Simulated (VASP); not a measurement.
OSZICAR of a VASP run on BN (hex):

File OSZICAR:
```
       N       E                     dE             d eps       ncg     rms          rms(c)
DAV:   1     0.650672917143E+02    0.65067E+02   -0.88640E+03   576   0.134E+03
DAV:   2    -0.353616832478E+02   -0.10043E+03   -0.91773E+02   824   0.281E+02
DAV:   3    -0.399849672419E+02   -0.46233E+01   -0.45923E+01   736   0.629E+01
DAV:   4    -0.400332903768E+02   -0.48323E-01   -0.48294E-01   708   0.685E+00
DAV:   5    -0.400339995406E+02   -0.70916E-03   -0.70899E-03   732   0.847E-01    0.110E+01
DAV:   6    -0.369619151172E+02    0.30721E+01   -0.75280E+00   680   0.232E+01    0.503E+00
DAV:   7    -0.366637370337E+02    0.29818E+00   -0.48794E-01   712   0.625E+00    0.306E+00
DAV:   8    -0.365764433755E+02    0.87294E-01   -0.28071E-01   680   0.410E+00    0.420E-01
DAV:   9    -0.365730372061E+02    0.34062E-02   -0.12846E-02   708   0.104E+00    0.171E-01
DAV:  10    -0.365737575248E+02   -0.72032E-03   -0.99525E-04   684   0.272E-01    0.357E-02
DAV:  11    -0.365738542576E+02   -0.96733E-04   -0.14119E-04   728   0.108E-01    0.217E-02
DAV:  12    -0.365738526570E+02    0.16005E-05   -0.34035E-05   704   0.515E-02    0.323E-03
DAV:  13    -0.365738528314E+02   -0.17435E-06   -0.13360E-06   516   0.106E-02
   1 F= -.36573853E+02 E0= -.36573853E+02  d E =-.365739E+02
```

Q: Which electronic solver shows in the log?

A: It is blocked Davidson (ALGO = Normal, or the opening steps of other solvers). The INCAR had ALGO = Normal.

Q: Can the final energy be trusted as converged?

A: The run converged. It stopped with EDIFF = 1E-6, NELM = 100, NSW = 60 and EDIFFG = -0.02 after 1 ionic step (PBEsol GGA, plane waves, VASP's PBE PAW potentials (set 64)). Without a dispersion term in the relaxation, distances and binding between the weakly bound layers, chains or molecules are unreliable, and so is what depends on them.

The compound is BN in the hex structure. It was relaxed first. The start is the result of an earlier pass.
